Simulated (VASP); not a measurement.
All values below come from PBE GGA with D3 dispersion (Becke-Johnson damping), VASP's PBE PAW potentials (set 64) (plane waves; VASP).

A VASP calculation is set up with these files.

**KPOINTS**
```
Automatic mesh
0
Gamma
12 12 12
0 0 0
```

### INCAR
```
ALGO = Normal
EDIFF = 1E-6
EDIFFG = -0.02
ENCUT = 400
GGA = PE
IBRION = 2
ISIF = 3
ISMEAR = 1
IVDW = 12
LASPH = .TRUE.
LCHARG = .FALSE.
LMAXMIX = 4
LREAL = .FALSE.
LWAVE = .FALSE.
NELM = 100
NSW = 60
PREC = Accurate
SIGMA = 0.1
SYSTEM = Si2Mo
```

**POSCAR**
```
Si2Mo
1
   -1.5889361443     1.5889361443     3.8944563495
    1.5889361443    -1.5889361443     3.8944563495
    1.5889361443     1.5889361443    -3.8944563495
Mo Si
1 2
Direct
  0.0000000000   0.0000000000   0.0000000000
  0.3347378315   0.3347378315   0.0000000000
  0.6652621685   0.6652621685   0.0000000000
```

POTCAR, in this order: Mo_sv Si (PBE.64 set). Program: vasp_std.

The run wrote:

File OUTCAR:
```
 ion  position               nearest neighbor table
   1  0.000  0.000  0.000-   3 2.59   3 2.59   3 2.59   2 2.59   3 2.59   2 2.59   2 2.59   2 2.59
                             2 2.61   3 2.61
   2  0.335  0.335  0.000-   3 2.57   1 2.59   1 2.59   1 2.59   1 2.59   3 2.61   3 2.61   3 2.61
                             3 2.61   1 2.61
   3  0.665  0.665  0.000-   2 2.57   1 2.59   1 2.59   1 2.59   1 2.59   2 2.61   2 2.61   2 2.61
                             2 2.61   1 2.61
  LATTYP: Found a body centered tetragonal cell.
 ALAT       =     3.1778722886
 C/A-ratio  =     2.4509835486
 Subroutine PRICEL returns:
 Original cell was already a primitive cell.
 Subroutine GETGRP returns: Found 16 space group operations
The static configuration has the point symmetry D_4h.
The dynamic configuration has the point symmetry D_4h.
 Subroutine INISYM returns: Found 16 space group operations
 Subroutine IBZKPT returns following result:
 Found    163 irreducible k-points:

 Following reciprocal coordinates:
            Coordinates               Weight
  0.000000  0.000000  0.000000      1.000000
  0.083333  0.000000 -0.000000      8.000000
  0.166667  0.000000 -0.000000      8.000000
  0.250000  0.000000  0.000000      8.000000
...
```

OSZICAR:
```
       N       E                     dE             d eps       ncg     rms          rms(c)
DAV:   1     0.994813072036E+02    0.99481E+02   -0.99984E+03  4922   0.115E+03
DAV:   2    -0.219149424401E+02   -0.12140E+03   -0.11988E+03  6157   0.301E+02
DAV:   3    -0.240991011377E+02   -0.21842E+01   -0.21439E+01  6388   0.373E+01
DAV:   4    -0.241094340157E+02   -0.10333E-01   -0.10332E-01  5779   0.292E+00
DAV:   5    -0.241095160125E+02   -0.81997E-04   -0.81995E-04  6451   0.238E-01    0.227E+01
DAV:   6    -0.233715974211E+02    0.73792E+00   -0.69763E+00  5695   0.184E+01    0.513E+00
DAV:   7    -0.232577520725E+02    0.11385E+00   -0.10096E+00  5486   0.648E+00    0.476E+00
DAV:   8    -0.232237997056E+02    0.33952E-01   -0.11438E-01  5863   0.283E+00    0.456E-01
DAV:   9    -0.232231461783E+02    0.65353E-03   -0.21083E-03  5989   0.406E-01    0.243E-01
DAV:  10    -0.232231042978E+02    0.41881E-04   -0.64059E-04  5989   0.236E-01    0.561E-02
DAV:  11    -0.232230934173E+02    0.10881E-04   -0.21946E-04  5744   0.118E-01    0.365E-02
DAV:  12    -0.232230892927E+02    0.41246E-05   -0.28157E-05  5646   0.390E-02    0.665E-03
DAV:  13    -0.232230888406E+02    0.45207E-06   -0.56928E-07  3152   0.691E-03
   1 F= -.24993513E+02 E0= -.24993394E+02  d E =-.249935E+02
       N       E                     dE             d eps       ncg     rms          rms(c)
DAV:   1    -0.232263308662E+02   -0.32416E-02   -0.23442E-02  5436   0.157E+00    0.290E-01
DAV:   2    -0.232257121734E+02    0.61869E-03   -0.46498E-03  5569   0.525E-01    0.759E-02
DAV:   3    -0.232256018557E+02    0.11032E-03   -0.46097E-04  5744   0.139E-01    0.346E-02
DAV:   4    -0.232255739416E+02    0.27914E-04   -0.82273E-05  6073   0.804E-02    0.109E-02
DAV:   5    -0.232255732407E+02    0.70092E-06   -0.22777E-06  4710   0.126E-02
   2 F= -.24993567E+02 E0= -.24993482E+02  d E =-.537758E-04
       N       E                     dE             d eps       ncg     rms          rms(c)
DAV:   1    -0.232247918128E+02    0.78213E-03   -0.33593E-03  5429   0.593E-01    0.112E-01
DAV:   2    -0.232247019598E+02    0.89853E-04   -0.66960E-04  5555   0.199E-01    0.286E-02
DAV:   3    -0.232246869721E+02    0.14988E-04   -0.65611E-05  5688   0.526E-02    0.132E-02
DAV:   4    -0.232246837754E+02    0.31967E-05   -0.11794E-05  6108   0.305E-02    0.412E-03
DAV:   5    -0.232246841599E+02   -0.38454E-06   -0.28366E-07  2641   0.463E-03
   3 F= -.24993600E+02 E0= -.24993502E+02  d E =-.868216E-04
```

File OUTCAR:
```
------------------------ aborting loop because EDIFF is reached ----------------------------------------
 Edisp (eV)   -1.76892
  FORCE on cell =-STRESS in cart. coord.  units (eV):
  Direction    XX          YY          ZZ          XY          YZ          ZX
  --------------------------------------------------------------------------------------
  Total      -0.02576    -0.02576    -0.03406     0.00000     0.00000     0.00000
  in kB      -1.04834    -1.04834    -1.38641     0.00000     0.00000     0.00000
  external pressure =       -1.16 kB  Pullay stress =        0.00 kB
  volume of cell :       39.36
      direct lattice vectors                 reciprocal lattice vectors
    -1.588824606  1.588824606  3.898166659     0.000000000  0.314698047  0.128265424
     1.588824606 -1.588824606  3.898166659     0.314698047  0.000000000  0.128265424
     1.588824606  1.588824606 -3.898166659     0.314698047  0.314698047  0.000000000
 POSITION                                       TOTAL-FORCE (eV/Angst)
 -----------------------------------------------------------------------------------
      0.00000     -0.00000      0.00000        -0.000000     -0.000000     -0.000000
      0.00000      0.00000      2.60859         0.000000      0.000000     -0.012914
      0.00000      0.00000      5.18774         0.000000      0.000000      0.012914
 -----------------------------------------------------------------------------------
    total drift:                                0.000000      0.000000     -0.000000
  FREE ENERGIE OF THE ION-ELECTRON SYSTEM (eV)
  ---------------------------------------------------
  free  energy   TOTEN  =       -24.9935996518 eV

  energy  without entropy=      -24.9933052918  energy(sigma->0) =      -24.99350153

 reached required accuracy - stopping structural energy minimisation
```
(Selected blocks of OUTCAR.)

File CONTCAR:
```
Si2Mo
   1.00000000000000
    -1.5888246060799791    1.5888246060799791    3.8981666592554429
     1.5888246060799791   -1.5888246060799791    3.8981666592554429
     1.5888246060799791    1.5888246060799791   -3.8981666592554429
  Mo              Si
     1     2
Direct
     0.0000000000000000    0.0000000000000000    0.0000000000000000
     0.3345925075701239    0.3345925075701239    0.0000000000000000
     0.6654074924298761    0.6654074924298761    0.0000000000000000
```

The structure comes from a measured Si2Mo entry (I4/mmm) of the Crystallography Open Database, whose conditions weren't checked. This run relaxes it. Symmetry was kept, so distortions that lower it aren't found. The start is the result of an earlier pass.
